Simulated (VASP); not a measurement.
VASP input:

### INCAR
```
SYSTEM = Ni3Al
PREC = Accurate
ENCUT = 400
EDIFF = 1E-6
NELM = 60
ALGO = VeryFast
LREAL = .FALSE.
LASPH = .TRUE.
ISMEAR = 1
SIGMA = 0.1
GGA = PE
LMAXMIX = 4
ISPIN = 2
MAGMOM = 0.0 0.5 0.5 0.5
LORBIT = 10
LWAVE = .FALSE.
LCHARG = .FALSE.
ISIF = 2
NELMDL = -1
```

**KPOINTS**
```
Automatic mesh
0
Gamma
6 6 6
0 0 0
```

File POSCAR:
```
Ni3Al
1
    3.6414000000     0.0000000000     0.0000000000
    0.0000000000     3.6414000000     0.0000000000
    0.0000000000     0.0000000000     3.6414000000
Al Ni
1 3
Direct
  0.0000000000   0.0000000000   0.0000000000
  0.0000000000   0.5000000000   0.5000000000
  0.5000000000   0.0000000000   0.5000000000
  0.5000000000   0.5000000000   0.0000000000
```

POTCAR, in this order: Al Ni (PBE.64 set). Program: vasp_std.

Output

**standard output**
```
...
RMM:  22     0.124216938204E+04   -0.77462E+00   -0.80585E+00  3360   0.595E+01    0.565E+01
RMM:  23     0.124159084537E+04   -0.57854E+00   -0.55351E+00  3358   0.568E+01    0.606E+01
RMM:  24     0.124116803370E+04   -0.42281E+00   -0.45132E+00  3360   0.547E+01    0.636E+01
RMM:  25     0.124085567434E+04   -0.31236E+00   -0.34760E+00  3359   0.525E+01    0.666E+01
RMM:  26     0.124064105443E+04   -0.21462E+00   -0.29380E+00  3360   0.507E+01    0.686E+01
RMM:  27     0.124043586817E+04   -0.20519E+00   -0.23350E+00  3359   0.488E+01    0.713E+01
RMM:  28     0.124027215156E+04   -0.16372E+00   -0.17657E+00  3360   0.473E+01    0.740E+01
RMM:  29     0.124022401375E+04   -0.48138E-01   -0.95039E-01  3359   0.457E+01    0.762E+01
RMM:  30     0.124030986457E+04    0.85851E-01   -0.21747E-01  3360   0.443E+01    0.775E+01
RMM:  31     0.124032016824E+04    0.10304E-01   -0.15519E-01  3358   0.429E+01    0.796E+01
RMM:  32     0.124044497968E+04    0.12481E+00    0.53587E-01  3360   0.418E+01    0.811E+01
RMM:  33     0.124073036482E+04    0.28539E+00    0.10767E+00  3360   0.405E+01    0.814E+01
RMM:  34     0.124083138383E+04    0.10102E+00    0.74435E-01  3358   0.396E+01    0.834E+01
RMM:  35     0.124125839856E+04    0.42701E+00    0.19159E+00  3360   0.385E+01    0.827E+01
RMM:  36     0.124176428189E+04    0.50588E+00    0.21375E+00  3360   0.376E+01    0.817E+01
RMM:  37     0.124220931429E+04    0.44503E+00    0.20998E+00  3360   0.366E+01    0.811E+01
RMM:  38     0.124259053144E+04    0.38122E+00    0.23041E+00  3360   0.359E+01    0.814E+01
RMM:  39     0.124279188853E+04    0.20136E+00    0.18084E+00  3360   0.351E+01    0.830E+01
RMM:  40     0.124250165994E+04   -0.29023E+00    0.44246E-01  3360   0.346E+01    0.881E+01
RMM:  41     0.124285358650E+04    0.35193E+00    0.25770E+00  3354   0.340E+01    0.887E+01
RMM:  42     0.124351087123E+04    0.65728E+00    0.31168E+00  3359   0.334E+01    0.871E+01
RMM:  43     0.124411982434E+04    0.60895E+00    0.28643E+00  3360   0.328E+01    0.855E+01
RMM:  44     0.124414532474E+04    0.25500E-01    0.14549E+00  3358   0.323E+01    0.881E+01
RMM:  45     0.124431485068E+04    0.16953E+00    0.18292E+00  3356   0.318E+01    0.895E+01
RMM:  46     0.124470426073E+04    0.38941E+00    0.22645E+00  3358   0.314E+01    0.896E+01
RMM:  47     0.124527425975E+04    0.57000E+00    0.25996E+00  3360   0.309E+01    0.882E+01
RMM:  48     0.124548879954E+04    0.21454E+00    0.18373E+00  3358   0.305E+01    0.893E+01
RMM:  49     0.124663921079E+04    0.11504E+01    0.36294E+00  3360   0.303E+01    0.835E+01
RMM:  50     0.124748438136E+04    0.84517E+00    0.28744E+00  3360   0.301E+01    0.796E+01
RMM:  51     0.124796417350E+04    0.47979E+00    0.25481E+00  3360   0.297E+01    0.787E+01
RMM:  52     0.124866653006E+04    0.70236E+00    0.30302E+00  3360   0.296E+01    0.755E+01
RMM:  53     0.124894529136E+04    0.27876E+00    0.26397E+00  3358   0.291E+01    0.768E+01
WARNING in EDDRMM: call to ZHEGV failed, returncode =   8  4      2
RMM:  54     0.124928395401E+04    0.33866E+00    0.29037E+00  3356   0.288E+01    0.774E+01
RMM:  55     0.124954451769E+04    0.26056E+00    0.26194E+00  3359   0.284E+01    0.789E+01
RMM:  56     0.124983854185E+04    0.29402E+00    0.27334E+00  3356   0.281E+01    0.800E+01
RMM:  57     0.125126669385E+04    0.14282E+01    0.19311E+00  3358   0.292E+01    0.657E+01
RMM:  58     0.125192314436E+04    0.65645E+00    0.43880E+00  3359   0.287E+01    0.646E+01
RMM:  59     0.125211083696E+04    0.18769E+00    0.28518E+00  3353   0.280E+01    0.664E+01
RMM:  60     0.125184740836E+04   -0.26343E+00    0.21924E+00  3358   0.273E+01

 -----------------------------------------------------------------------------
|                                                                             |
|           W    W    AA    RRRRR   N    N  II  N    N   GGGG   !!!           |
|           W    W   A  A   R    R  NN   N  II  NN   N  G    G  !!!           |
|           W    W  A    A  R    R  N N  N  II  N N  N  G       !!!           |
|           W WW W  AAAAAA  RRRRR   N  N N  II  N  N N  G  GGG   !            |
|           WW  WW  A    A  R   R   N   NN  II  N   NN  G    G                |
|           W    W  A    A  R    R  N    N  II  N    N   GGGG   !!!           |
|                                                                             |
|     The electronic self-consistency was not achieved in the given           |
|     number of steps (NELM). The forces and other quantities evaluated       |
|     might not be reliable so examine the results carefully. If you find     |
|     spurious results, we suggest increasing NELM, if you were close to      |
|     convergence or switching to a different ALGO or adjusting the           |
|     density mixing parameters otherwise.                                    |
|                                                                             |
 -----------------------------------------------------------------------------

   1 F= 0.12518474E+04 E0= 0.12518475E+04  d E =-.143926E-03  mag=    -0.3926
```

OUTCAR:
```
------------------------ aborting loop EDIFF was not reached (unconverged)  ----------------------------
  FORCE on cell =-STRESS in cart. coord.  units (eV):
  Direction    XX          YY          ZZ          XY          YZ          ZX
  --------------------------------------------------------------------------------------
  Total      165.3564094    165.3564094    165.3564094      0.0000000      0.0000000     -0.0000000
  in kB     5486.8925072   5486.8925072   5486.8925072      0.0000000      0.0000000     -0.0000000
  external PRESSURE =    5486.8925072 kB  Pullay stress =       0.0000000 kB
  volume of cell :       48.28
      direct lattice vectors                 reciprocal lattice vectors
     3.641400000  0.000000000  0.000000000     0.274619652  0.000000000  0.000000000
     0.000000000  3.641400000  0.000000000     0.000000000  0.274619652  0.000000000
     0.000000000  0.000000000  3.641400000     0.000000000  0.000000000  0.274619652
 POSITION                                       TOTAL-FORCE (eV/Angst)
 -----------------------------------------------------------------------------------
      0.00000      0.00000      0.00000         0.000000      0.000000      0.000000
      0.00000      1.82070      1.82070         0.000000      0.000000      0.000000
      1.82070      0.00000      1.82070         0.000000      0.000000      0.000000
      1.82070      1.82070      0.00000         0.000000      0.000000      0.000000
 -----------------------------------------------------------------------------------
    total drift:                                0.000000     -0.000000     -0.000000
  FREE ENERGIE OF THE ION-ELECTRON SYSTEM (eV)
  ---------------------------------------------------
  free  energy   TOTEN  =      1251.8474083644 eV

  energy  without entropy=     1251.8475522905  energy(sigma->0) =     1251.84745634

 total charge

# of ion       s       p       d       tot
------------------------------------------
    1        0.449   0.670   0.000   1.119
    2        2.412   7.231   3.718  13.361
    3        2.412   7.231   3.718  13.361
    4        2.412   7.231   3.718  13.361
--------------------------------------------------
tot          7.686  22.362  11.153  41.201

 magnetization (x)

# of ion       s       p       d       tot
------------------------------------------
    1       -0.054   0.018   0.000  -0.036
    2       -0.163  -0.017   0.013  -0.167
    3       -0.163  -0.017   0.013  -0.167
    4       -0.163  -0.017   0.013  -0.167
--------------------------------------------------
tot         -0.542  -0.034   0.039  -0.536
```
(Selected blocks of OUTCAR.)

Q: Read the log: what went wrong, and how is it fixed?

A: The cause: ALGO = VeryFast starts from random orbitals with almost no delay (NELMDL = -1). The run did not converge; its last values are not results. Against the sound run, the energy per atom (σ→0) rises by 318.415 eV/atom; the pressure goes up by 558.65 GPa; the cell moment falls by 1.16 μB. To mend it, set ALGO = Normal, remove NELMDL.

The mended run (PBE GGA, plane waves, VASP's PBE PAW potentials (set 64)) converges, and its OSZICAR ends with
```
   1 F= -.21810534E+02 E0= -.21811075E+02  d E =0.162492E-02  mag=     0.7632
```

The compound is Ni3Al in the L1_2 structure. The cell was not relaxed at this level.
